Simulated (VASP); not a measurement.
Consider the following.

```xyz
2
Lattice="0.0000 3.2997 3.2997 3.2997 0.0000 3.2997 3.2997 3.2997 0.0000" Properties=species:S:1:pos:R:3 pbc="T T T"
Na     0.0000     0.0000     0.0000
I      3.2997     3.2997     3.2997
```

Calculation: PBE GGA, VASP's PBE PAW potentials (set 64) (plane waves; VASP). Numerical set-up: 400 eV cut-off, 5×5×5 Γ-centred mesh, Gaussian smearing of 0.050 eV, potentials Na_pv I.

Unless said otherwise, spin-orbit coupling is left out, though it shifts the bands of the heavy elements here.

Predict the energy per atom (σ→0), band gap (on the k-mesh) with the smallest direct gap where there is one.

```yaml
band gap (on the k-mesh): 3.49 eV
smallest direct gap (on the k-mesh): 3.49 eV
energy per atom (σ→0): -2.692 eV/atom
```

The compound is NaI in the rock salt structure. The cell was not relaxed at this level.
